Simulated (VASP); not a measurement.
Here is the system:

```xyz
2
Lattice="0.0000 2.8671 2.8671 2.8671 0.0000 2.8671 2.8671 2.8671 0.0000" Properties=species:S:1:pos:R:3 pbc="T T T"
Zn     0.0000     0.0000     0.0000
Se     1.4336     1.4336     1.4336
```

Calculation: PBE GGA with spin-orbit coupling, VASP's PBE PAW potentials (set 64) (plane waves; VASP 6.6.1). Settings: 400 eV cut-off, 7×7×7 Γ-centred mesh, Gaussian smearing of 0.050 eV, potentials Zn Se.

**Question.** Give the energies of bands 12 to 25 at the high-symmetry points, in eV from the valence-band maximum.

**Answer.** 
| band | Γ | X | U | L | W |
|---|---|---|---|---|---|
| 12 | -6.15 | -5.95 | -5.87 | -5.96 | -5.84 |
| 13 | -0.38 | -4.73 | -4.73 | -5.14 | -4.70 |
| 14 | -0.38 | -4.73 | -4.62 | -5.14 | -4.59 |
| 15 | 0.00 | -2.27 | -3.11 | -1.06 | -2.86 |
| 16 | 0.00 | -2.27 | -2.99 | -1.06 | -2.68 |
| 17 | 0.00 | -2.10 | -1.81 | -0.83 | -2.61 |
| 18 | 0.00 | -2.10 | -1.81 | -0.83 | -2.60 |
| 19 | 1.02 | 2.94 | 3.48 | 2.35 | 5.14 |
| 20 | 1.02 | 2.94 | 3.48 | 2.35 | 5.35 |
| 21 | 5.59 | 3.33 | 5.34 | 6.23 | 5.36 |
| 22 | 5.59 | 3.33 | 5.44 | 6.23 | 5.39 |
| 23 | 5.73 | 10.32 | 8.80 | 6.29 | 6.72 |
| 24 | 5.73 | 10.32 | 8.80 | 6.29 | 6.80 |
| 25 | 5.73 | 10.89 | 9.04 | 8.35 | 7.57 |

The gap is direct, 1.02 eV, from the valence maximum at Γ to the conduction minimum at Γ.

Measured: gap 2.87 eV (computed value off by -1.85 eV), as given by Wei Chen et al., Physical Review Materials (2018), doi:10.1103/physrevmaterials.2.073803 [zero-point renormalisation of 0.05 eV added back (the table's ZPR column)].

The compound is ZnSe in the zinc blende structure. It was relaxed first.
